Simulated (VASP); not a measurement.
SiBH5: band gap by level of theory

```
B Si H
1.0
    12.00000    0.00000    0.00000
     0.00000   13.00000    0.00000
     0.00000    0.00000   12.00000
B Si H
1 1 5
Direct
  0.48296 0.42499 0.54017
  0.49399 0.57686 0.51077
  0.39273 0.38641 0.54732
  0.56210 0.37011 0.55110
  0.43523 0.60056 0.40422
  0.43460 0.63312 0.60145
  0.60944 0.61790 0.50319
```

| rung | level | program and potentials | cutoff (eV) | k mesh | task | band gap (eV) | notes |
| --- | --- | --- | --- | --- | --- | --- | --- |
| GGA | PBE | VASP, PBE PAW files B, H, Si, 520 eV | 520 | 1 × 1 × 1 | electron localisation function | 3.74 | - |
| GGA + dispersion | PBE+TS | VASP, PBE PAW files B, H, Si, 520 eV | 520 | 1 × 1 × 1 | atomic charges | 3.74 | - |
| GGA + dispersion | PBE+TS | VASP, PBE PAW files B_s, H_s, Si, 400 eV | 400 | 1 × 1 × 1 | single point | 3.75 | - |
| non-local van der Waals functional | vdW-DF2 | VASP, PBE PAW files B_s, H_s, Si, 400 eV | 400 | 1 × 1 × 1 | single point | 3.95 | potentials made for PBE |

All rows: no spin polarisation. Gaps are the least found on the k mesh or the band path, and a mesh can miss the band edges. The cell was made for these runs and isn't a measured one. All levels ran on this one cell, unrelaxed unless noted. Meshes are those of the run's cell of 7 atoms unless a note names another. Runs on faulty files, with rough fits or with known faults for this quantity aren't shown. No row holds spin-orbit coupling.

By rung: GGA 3.74; GGA + dispersion 3.74 to 3.75; non-local van der Waals functional 3.95 (eV).
